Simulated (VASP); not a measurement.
All values below come from PBEsol GGA, VASP's PBE PAW potentials (set 64) (plane waves; VASP).

The input files of a VASP run:

POSCAR:
```
CsSnI3
1
    6.2188234095     0.0000000000     0.0000000000
    0.0000000000     6.2188234095     0.0000000000
    0.0000000000     0.0000000000     6.2188234095
Cs Sn I
1 1 3
Direct
  0.0000000000   0.0000000000   0.0000000000
  0.5000000000   0.5000000000   0.5000000000
  0.5000000000   0.0000000000   0.5000000000
  0.0000000000   0.5000000000   0.5000000000
  0.5000000000   0.5000000000   0.0000000000
```

File KPOINTS:
```
kpoints
0
Gamma
  4 4 4
```

INCAR:
```
# general
SYSTEM   =  CsSnI3
PREC     =  Accurate
ENCUT    =  520   # plane-wave cut-off (eV)
LREAL    =  .FALSE.
LASPH    =  .TRUE.   # aspherical one-centre terms

# electronic loop
EDIFF    =  1E-7   # SCF stop (eV)
NELM     =  100
ALGO     =  Normal   # blocked Davidson
LMAXMIX  =  4   # l cut-off of mixed one-centre charges

# smearing
ISMEAR   =  0   # Gaussian
SIGMA    =  0.05

# functional
GGA      =  PS

# ions
ISIF     =  2   # forces and stress, cell fixed

# output
LWAVE    =  .FALSE.
LCHARG   =  .FALSE.
```

POTCAR, in this order: Cs_sv Sn_d I (PBE.64 set). Program: vasp_std.

Unless said otherwise, spin-orbit coupling is left out, though it shifts the bands of the heavy elements here.

**Question.** Predict the energy per atom (σ→0), band gap (on the k-mesh).

**Answer.** 
```yaml
energy per atom (σ→0): -2.999 eV/atom
band gap (on the k-mesh): 0.28 eV
```

### OSZICAR
```
...
DAV:   9    -0.149944100835E+02    0.81956E-04   -0.27712E-03   662   0.418E-01    0.952E-02
DAV:  10    -0.149946779389E+02   -0.26786E-03   -0.70436E-04   608   0.144E-01    0.452E-02
DAV:  11    -0.149947128861E+02   -0.34947E-04   -0.33547E-04   616   0.126E-01    0.282E-02
DAV:  12    -0.149947139259E+02   -0.10398E-05   -0.29778E-05   624   0.283E-02    0.207E-02
DAV:  13    -0.149947136395E+02    0.28633E-06   -0.15824E-06   692   0.783E-03    0.746E-03
DAV:  14    -0.149947129864E+02    0.65318E-06   -0.21206E-06   688   0.116E-02    0.229E-03
DAV:  15    -0.149947130845E+02   -0.98152E-07   -0.26640E-07   498   0.299E-03
   1 F= -.14994713E+02 E0= -.14994713E+02  d E =-.761932E-06
```

The compound is CsSnI3 in the cubic perovskite structure, the ideal cubic form; the compound distorts at low or room temperature. This cell is one point of a volume scan, at 1.03 of the reference volume.
